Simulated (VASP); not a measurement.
Input:

```xyz
6
Lattice="4.9405 0.0000 0.0000 0.0000 4.9405 0.0000 0.0000 0.0000 2.6587" Properties=species:S:1:pos:R:3 pbc="T T T"
W      0.0000     0.0000     0.0000
W      2.4703     2.4703     1.3293
O      1.3844     1.3844     0.0000
O      3.8547     1.0858     1.3293
O      1.0858     3.8547     1.3293
O      3.5561     3.5561     0.0000
```

These are LDA (Ceperley-Alder, Perdew-Zunger), VASP's LDA PAW potentials (set 64) (plane waves; VASP) values and carry that method's errors. Numerical set-up: 520 eV cut-off, 7×7×13 Γ-centred mesh, tetrahedra with Blöchl corrections, potentials W_sv O.

Question: The job: WO2 (relaxed from the rutile structure, space group P4_2/mnm), 6 atoms, LDA, static run, 520 eV, 7×7×13 Γ-centred mesh. Roughly how much core time does it take on a busy server core?

Answer: About 2 core-minutes (one run on a shared machine, a rough figure). It had 70 irreducible k-points, 31 bands, up to 1765 plane waves and 17 electronic steps.

The structure was generated: WO2 was put into the rutile type (P4_2/mnm), which need not be its known phase. It was relaxed first, which changed the volume by -12 %.
